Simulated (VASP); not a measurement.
These are revTPSS meta-GGA, VASP's PBE PAW potentials (set 64) (plane waves; VASP) values and carry that method's errors.

VASP ran on this input.

**POSCAR**
```
SrTiO3
1
    3.9281522200     0.0000000000     0.0000000000
    0.0000000000     3.9281522200     0.0000000000
    0.0000000000     0.0000000000     3.9281522200
Sr Ti O
1 1 3
Direct
  0.0000000000   0.0000000000   0.0000000000
  0.5000000000   0.5000000000   0.5000000000
  0.5000000000   0.0000000000   0.5000000000
  0.0000000000   0.5000000000   0.5000000000
  0.5000000000   0.5000000000   0.0000000000
```

File KPOINTS:
```
K-points
0
gamma
  6 6 6
0 0 0
```

INCAR:
```
SYSTEM = SrTiO3
PREC = Accurate; ENCUT = 520; LREAL = .FALSE.
LASPH = .TRUE.
EDIFF = 1E-7; NELM = 100; ALGO = Normal
LMAXMIX = 4; LMIXTAU = .TRUE.
ISMEAR = 0; SIGMA = 0.05
METAGGA = RTPSS
ISIF = 2
LWAVE = .FALSE.; LCHARG = .FALSE.
```

POTCAR, in this order: Sr_sv Ti_sv O (PBE.64 set). Program: vasp_std.

**Question.** What will the output report for the number of irreducible k-points (NKPTS), largest plane-wave count, number of space-group operations, FFT grid (NGX, NGY, NGZ)?

**Answer.** 
```json
{
 "number of irreducible k-points (NKPTS)": "20",
 "largest_plane_wave_count": "1654",
 "number_of_space_group_operations": "48",
 "FFT grid (NGX, NGY, NGZ)": "30 × 30 × 30"
}
```

The compound is SrTiO3 in the cubic perovskite structure, the ideal cubic form; the compound distorts at low or room temperature. It was relaxed first.
